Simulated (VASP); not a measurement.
Molecule: Cl3In, in a box.

```
Cl In
1.0
    11.00000    0.00000    0.00000
     0.00000   13.00000    0.00000
     0.00000    0.00000   13.00000
Cl In
3 1
Direct
  0.47165 0.56353 0.64980
  0.58245 0.37071 0.43219
  0.41991 0.63252 0.35543
  0.49140 0.52228 0.47912
```

Base run:

```yaml
Program: VASP 6.6.1
Functional: vdW-DF2
Potentials_or_basis: VASP PAW PBE potentials, release 64 (Cl, In_d)
Cutoff: 520 eV
k_mesh: 1 × 1 × 1
Occupations: gaussian, width 0.01 eV
Spin: no spin polarisation
```

Its results: gap between the frontier levels 4.05 eV; largest force 0.910 eV/Å.

**Question.** The run is repeated on the same cell with these changes: functional from vdW-DF2 to PBE; dispersion from none to TS. What comes out?

**Answer.** Gap between the frontier levels 4.27 eV; largest force 0.327 eV/Å.

Several settings changed at once, so the effect can't be laid on one alone.

Caveats: spin-orbit coupling is left out, which moves the levels of the heavy elements; the PAW data sets were made with another functional, which shifts forces and pressure a little (some runs).

